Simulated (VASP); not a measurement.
These are r2SCAN meta-GGA, VASP's PBE PAW potentials (set 64) (plane waves; VASP) values and carry that method's errors.

VASP ran on this input.

POSCAR:
```
Te2Au
1
    2.0973609788     3.6171854177    -0.0051912229
    2.0973609788    -3.6171854177     0.0051912229
    0.0000000000     0.0059443763    -5.1939718321
Te Au
2 1
Direct
  0.3231598219   0.6768401781   0.7112951865
  0.6768401781   0.3231598219   0.2887048135
  0.0000000000   0.0000000000   0.0000000000
```

INCAR:
```
! general
SYSTEM   =  Te2Au
PREC     =  Accurate
ENCUT    =  400
LREAL    =  .FALSE.
LASPH    =  .TRUE.

! electronic loop
EDIFF    =  1E-6
NELM     =  100
ALGO     =  Normal
LMAXMIX  =  6
LMIXTAU  =  .TRUE.

! smearing
ISMEAR   =  1
SIGMA    =  0.1

! functional
METAGGA  =  R2SCAN

! ions
IBRION   =  2
NSW      =  60
ISIF     =  3
EDIFFG   =  -0.02

! output
LWAVE    =  .FALSE.
LCHARG   =  .FALSE.
```

### KPOINTS
```
Automatic
0
G
  8 8 6
```

POTCAR, in this order: Te Au (PBE.64 set). Program: vasp_std.

The run wrote:

**OSZICAR**
```
       N       E                     dE             d eps       ncg     rms          rms(c)
DAV:   1     0.632676320517E+01    0.63268E+01   -0.84498E+03  3460   0.105E+03
DAV:   2    -0.104240873003E+03   -0.11057E+03   -0.10885E+03  4414   0.209E+02
DAV:   3    -0.107928931616E+03   -0.36881E+01   -0.36501E+01  4078   0.416E+01
DAV:   4    -0.107971466767E+03   -0.42535E-01   -0.42526E-01  4451   0.483E+00
DAV:   5    -0.107972113596E+03   -0.64683E-03   -0.64683E-03  4162   0.496E-01    0.119E+01
DAV:   6    -0.102592008500E+03    0.53801E+01   -0.73937E+00  3455   0.301E+01    0.108E+01
DAV:   7    -0.101484097016E+03    0.11079E+01   -0.67119E-01  3434   0.926E+00    0.565E+00
DAV:   8    -0.101572953709E+03   -0.88857E-01   -0.32600E-01  3511   0.502E+00    0.156E+00
DAV:   9    -0.101523674793E+03    0.49279E-01   -0.20709E-01  3553   0.382E+00    0.393E-01
DAV:  10    -0.101599398570E+03   -0.75724E-01   -0.49069E-02  3546   0.168E+00    0.369E-01
DAV:  11    -0.101600311608E+03   -0.91304E-03   -0.14340E-02  3882   0.922E-01    0.198E-01
DAV:  12    -0.101603664746E+03   -0.33531E-02   -0.57138E-03  3539   0.609E-01    0.479E-02
DAV:  13    -0.101603919743E+03   -0.25500E-03   -0.20018E-04  4022   0.126E-01    0.277E-02
DAV:  14    -0.101604001762E+03   -0.82019E-04   -0.88271E-05  3518   0.855E-02    0.205E-02
DAV:  15    -0.101604005769E+03   -0.40070E-05   -0.14162E-05  3497   0.460E-02    0.811E-03
DAV:  16    -0.101604005564E+03    0.20480E-06   -0.35879E-06  2934   0.180E-02
   1 F= -.10160401E+03 E0= -.10160414E+03  d E =-.101604E+03
       N       E                     dE             d eps       ncg     rms          rms(c)
DAV:   1    -0.101605019401E+03   -0.10136E-02   -0.23443E-02  3651   0.139E+00    0.224E-01
DAV:   2    -0.101604167183E+03    0.85222E-03   -0.36375E-03  3658   0.713E-01    0.106E-01
DAV:   3    -0.101604143488E+03    0.23695E-04   -0.17050E-04  3672   0.111E-01    0.655E-02
DAV:   4    -0.101604092142E+03    0.51345E-04   -0.14605E-04  3679   0.832E-02    0.163E-02
DAV:   5    -0.101604110904E+03   -0.18761E-04   -0.40199E-05  3595   0.644E-02    0.199E-02
DAV:   6    -0.101604095207E+03    0.15696E-04   -0.27672E-05  3644   0.482E-02    0.936E-03
DAV:   7    -0.101604113540E+03   -0.18333E-04   -0.15680E-05  3581   0.391E-02    0.356E-03
DAV:   8    -0.101604114214E+03   -0.67352E-06   -0.11438E-06  2228   0.960E-03
   2 F= -.10160411E+03 E0= -.10160425E+03  d E =-.108649E-03
       N       E                     dE             d eps       ncg     rms          rms(c)
DAV:   1    -0.101604114789E+03   -0.12488E-05   -0.98717E-06  3490   0.286E-02    0.446E-03
DAV:   2    -0.101604114539E+03    0.25013E-06   -0.15124E-06  1787   0.152E-02
   3 F= -.10160411E+03 E0= -.10160425E+03  d E =-.108975E-03
       N       E                     dE             d eps       ncg     rms          rms(c)
DAV:   1    -0.101604248015E+03   -0.13323E-03   -0.83233E-03  3707   0.615E-01    0.695E-02
DAV:   2    -0.101604235274E+03    0.12741E-04   -0.31114E-04  3875   0.147E-01    0.234E-02
DAV:   3    -0.101604231166E+03    0.41078E-05   -0.17308E-05  4176   0.330E-02    0.116E-02
DAV:   4    -0.101604228610E+03    0.25558E-05   -0.10859E-05  3805   0.241E-02    0.403E-03
DAV:   5    -0.101604229551E+03   -0.94094E-06   -0.17051E-06  2555   0.130E-02
   4 F= -.10160423E+03 E0= -.10160438E+03  d E =-.115012E-03
       N       E                     dE             d eps       ncg     rms          rms(c)
DAV:   1    -0.101604339299E+03   -0.11069E-03   -0.19538E-02  3714   0.942E-01    0.108E-01
DAV:   2    -0.101604310739E+03    0.28560E-04   -0.73021E-04  3882   0.227E-01    0.356E-02
DAV:   3    -0.101604301069E+03    0.96702E-05   -0.41298E-05  4155   0.506E-02    0.175E-02
DAV:   4    -0.101604295242E+03    0.58266E-05   -0.23892E-05  3833   0.350E-02    0.602E-03
DAV:   5    -0.101604296745E+03   -0.15025E-05   -0.34761E-06  3347   0.173E-02    0.553E-03
DAV:   6    -0.101604297147E+03   -0.40189E-06   -0.10706E-06  1920   0.102E-02
   5 F= -.10160430E+03 E0= -.10160445E+03  d E =-.182608E-03
```

File OUTCAR:
```
------------------------ aborting loop because EDIFF is reached ----------------------------------------
  FORCE on cell =-STRESS in cart. coord.  units (eV):
  Direction    XX          YY          ZZ          XY          YZ          ZX
  --------------------------------------------------------------------------------------
  Total       -0.0283732      0.0539029      0.0097736      0.0000000      0.0570542      0.0000000
  in kB       -0.5761435      1.0945466      0.1984623      0.0000000      1.1585354      0.0000000
  external PRESSURE =       0.2389551 kB  Pullay stress =       0.0000000 kB
  volume of cell :       78.90
      direct lattice vectors                 reciprocal lattice vectors
     2.100190181  3.616360430 -0.009992597     0.238073678  0.138261499  0.000341685
     2.100190181 -3.616360430  0.009992597     0.238073678 -0.138261499 -0.000341685
     0.000000000  0.012836761 -5.194352792     0.000000000 -0.000531959 -0.192518080
 POSITION                                       TOTAL-FORCE (eV/Angst)
 -----------------------------------------------------------------------------------
      2.10019     -1.27632     -3.68835         0.000000     -0.016313     -0.001051
      2.10019      1.28915     -1.50600         0.000000      0.016313      0.001051
      0.00000     -0.00000     -0.00000         0.000000     -0.000000      0.000000
 -----------------------------------------------------------------------------------
    total drift:                                0.000000     -0.000000      0.000000
  FREE ENERGIE OF THE ION-ELECTRON SYSTEM (eV)
  ---------------------------------------------------
  free  energy   TOTEN  =      -101.6042971469 eV

  energy  without entropy=     -101.6047537227  energy(sigma->0) =     -101.60444934

 reached required accuracy - stopping structural energy minimisation
```
(Selected blocks of OUTCAR.)

CONTCAR:
```
Te2Au
   1.00000000000000
     2.1001901814283372    3.6163604300569876   -0.0099925972936039
     2.1001901814283372   -3.6163604300569876    0.0099925972936039
     0.0000000000000000    0.0128367612962820   -5.1943527920114514
  Te              Au
     2     1
Direct
     0.3222742950323403    0.6777257049676596    0.7107538985209813
     0.6777257049676596    0.3222742950323403    0.2892461014790188
     0.0000000000000000    0.0000000000000000    0.0000000000000000
```

**OUTCAR**
```
 val. band max:        7.4184807760   @ k =   0.3750   0.5000   0.1667

 cond. band min:       7.4521601843   @ k =   0.2500   0.0000   0.1667


 Fermi energy:         7.4511623616

 k-point     1 :       0.0000    0.0000    0.0000
  band No.  band energies     occupation
      1      -6.5228      2.00000
      2      -3.0151      2.00000
      3       0.7927      2.00000
      4       1.4616      2.00000
      5       1.5665      2.00000
      6       2.6982      2.00000
      7       2.7044      2.00000
      8       3.5768      2.00000
      9       6.6492      2.00000
     10       6.7633      2.00000
     11       7.2892      2.04431
     12       7.3298      2.07088
     13       8.5742     -0.00000
     14      10.7019      0.00000
     15      11.0194      0.00000

 k-point     2 :       0.1250   -0.0000   -0.0000
  band No.  band energies     occupation
      1      -6.3727      2.00000
      2      -3.1243      2.00000
      3       0.9563      2.00000
      4       1.5390      2.00000
      5       1.7209      2.00000
      6       2.6572      2.00000
      7       2.6829      2.00000
      8       3.5107      2.00000
      9       5.3747      2.00000
     10       6.0040      2.00000
     11       6.7559      2.00000
     12       8.0708     -0.00000
     13       9.1598     -0.00000
     14      11.2662      0.00000
     15      11.5416      0.00000

 k-point     3 :       0.2500   -0.0000   -0.0000
  band No.  band energies     occupation
      1      -5.9426      2.00000
      2      -3.4237      2.00000
      3       1.3868      2.00000
      4       1.6839      2.00000
      5       2.0684      2.00000
      6       2.4510      2.00000
      7       2.6812      2.00000
      8       3.2262      2.00000
      9       4.2665      2.00000
     10       5.0628      2.00000
     11       5.7407      2.00000
     12       8.6073     -0.00000
     13       8.7800     -0.00000
     14      11.4602      0.00000
     15      12.2757      0.00000
...
```

Unless said otherwise, spin-orbit coupling is left out, though it shifts the bands of the heavy elements here.

The compound is Te2Au in the sg12 structure. This run relaxes it. Symmetry was kept, so distortions that lower it aren't found. The start is the result of an earlier pass. The electron count is odd and the run is not spin-polarised, which forces a metal.
